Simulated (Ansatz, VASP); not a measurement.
**One calculation of GeW, two programs**

```
CELL_PARAMETERS angstrom
0.00000 2.57761 2.57761
2.57761 0.00000 2.57761
2.57761 2.57761 0.00000
ATOMIC_POSITIONS crystal
Ge 0.50000 0.50000 0.50000
W 0.00000 0.00000 0.00000
```

The cell was built by a generator and needn't be a form met in nature.

Alike in both runs: task single point; functional PBE; k mesh 9 × 9 × 9; occupations fermi-dirac, width 0.05 eV; no spin polarisation.

```csv
,VASP,Ansatz
version,VASP 6.6.1,Ansatz 0.2.0
potentials or method,"VASP PAW PBE potentials, release 64 (Ge_d, W_sv)",Ansatz PAW
plane-wave cutoff (eV),520,420
valence electrons in the cell,28,28
```

|  | VASP | Ansatz | Ansatz less VASP |
| --- | --- | --- | --- |
| gap on the k mesh at the Fermi level (eV) | none | none | - |
| pressure (GPa) | 0.4 | 0.2 | -0.24 |

A gap of «none» marks a metal or a gap that the smearing closes. With one functional, cell and mesh, what is left measures potentials, basis and numerics.

The runs have no spin-orbit coupling, so splittings on W are missing.
